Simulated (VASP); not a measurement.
Input:

```
CELL_PARAMETERS angstrom
      2.08180    -3.65896     0.00000
      2.08180     3.65896     0.00000
      0.00000     0.00000     6.93112
ATOMIC_POSITIONS crystal
  Mg 0.00000 0.00000 0.00000
  I  0.33333 0.66667 0.24200
  I  0.67830 0.34497 0.75800
```

Computed with PBE GGA, VASP's PBE PAW potentials (set 64) (plane waves; VASP 6.6.1). Settings: 520 eV cut-off, 6×6×3 Γ-centred mesh, Gaussian smearing of 0.050 eV, potentials Mg_pv I.

Which forces act on the atoms, in eV/Å?

| atom | Fx | Fy | Fz |
|---|---|---|---|
| Mg1 | 0.055 | 0.004 | 0.005 |
| I2 | 0.016 | -0.001 | -0.082 |
| I3 | -0.072 | -0.003 | 0.076 |

Give the stress tensor in GPa (positive for a compressed cell).

```
0.53  0.01  0.19
0.01  0.08  0.02
0.19  0.02  0.61
```
The pressure is its mean diagonal, 0.41 GPa.

The compound is MgI2 in the 1T layered structure. The cell was not relaxed at this level, atoms are displaced from their ideal sites. The run is one of a series of settings (ENCUT = 520, POTCAR Mg_pv I (PBE.64 set) against the base run), some of them coarse on purpose.
